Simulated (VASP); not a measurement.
Data:

```xyz
2
Lattice="0.0000 2.1338 2.1663 2.1663 0.0000 2.1663 2.1663 2.1338 0.0000" Properties=species:S:1:pos:R:3 pbc="T T T"
Ti     0.0000     0.0000     0.0000
C      2.1663     2.1338     2.1663
```

Calculation: r2SCAN meta-GGA, VASP's PBE PAW potentials (set 64) (plane waves; VASP). Run with 600 eV cut-off, 14×14×14 Γ-centred mesh, first-order Methfessel-Paxton smearing of 0.10 eV, potentials Ti_sv C.

Give the stress tensor in GPa (positive for a compressed cell).

```
1.99  0.00  0.00
0.00  8.46  0.00
0.00  0.00  1.99
```
The pressure is its mean diagonal, 4.15 GPa.

The compound is TiC in the rock salt structure. This cell was strained or had an atom moved on purpose.
